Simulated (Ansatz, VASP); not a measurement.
This is a calculation of CuSn3 for Ansatz 0.2.0.

The input input.yaml:

```yaml
crystal:
  lattice:
    - [-2.224869641, 2.224869641, 4.8380137264]
    - [2.224869641, -2.224869641, 4.8380137264]
    - [2.224869641, 2.224869641, -4.8380137264]
  atoms:
    - { symbol: Sn, position: [0.5, 0.5, 0.0] }
    - { symbol: Sn, position: [0.25, 0.75, 0.5] }
    - { symbol: Sn, position: [0.75, 0.25, 0.5] }
    - { symbol: Cu, position: [0.0, 0.0, 0.0] }
hamiltonian:
  xc: pbe
  pseudopotentials: { kind: paw }
kpoints:
  mp_grid: { grid: [8, 8, 8] }
scf:
  occupations: { method: fermi_dirac, width: 0.05 }
output:
  forces: true
  stress: true
  eigenvalues: true
```

Potentials or basis: Ansatz PAW.

The run is started by

```sh
$ ansatz run input.yaml --threads 2 --pin off --max-ram 5120MiB --backend cpu --events-out ev --progress --plain --runs-dir out
```

Set up the same calculation for VASP 6.6.1. Potentials there: VASP PAW PBE potentials, release 64 (Sn_d, Cu).

As run (the cutoff follows the program's own potentials):

The input INCAR:

```
PREC = Accurate
ENCUT = 520
EDIFF = 1E-7
ISMEAR = -1
SIGMA = 0.05
LREAL = False
LASPH = True
NELM = 60
ALGO = Normal
ISIF = 2
LWAVE = False
LCHARG = False
GGA = PE
NBANDS = 34
```

Contents of KPOINTS:

```
regular mesh
0
Gamma
  8 8 8
```

Contents of POSCAR:

```
CuSn3
1.0
   -2.2248696410      2.2248696410      4.8380137264
    2.2248696410     -2.2248696410      4.8380137264
    2.2248696410      2.2248696410     -4.8380137264
Sn Cu
3 1
Direct
    0.5000000000      0.5000000000      0.0000000000
    0.2500000000      0.7500000000      0.5000000000
    0.7500000000      0.2500000000      0.5000000000
    0.0000000000      0.0000000000      0.0000000000
```

Potentials or basis: VASP PAW PBE potentials, release 64 (Sn_d, Cu).

Command:

```bash
$ cat potpaw_PBE.64/Sn_d/POTCAR potpaw_PBE.64/Cu/POTCAR > POTCAR
$ mpirun -np 1 vasp_std > vasp.out
```

Both were run:

|  | VASP | Ansatz | Ansatz less VASP |
| --- | --- | --- | --- |
| gap on the k mesh at the Fermi level (eV) | none | none | - |
| pressure (GPa) | 0.0 | 0.0 | +0.02 |
| largest component of the traceless stress (GPa) | 0.23 | 0.23 | +0.007 |

A gap of «none» marks a metal or a gap that the smearing closes. The two sets of potentials don't hold the same shells in valence.
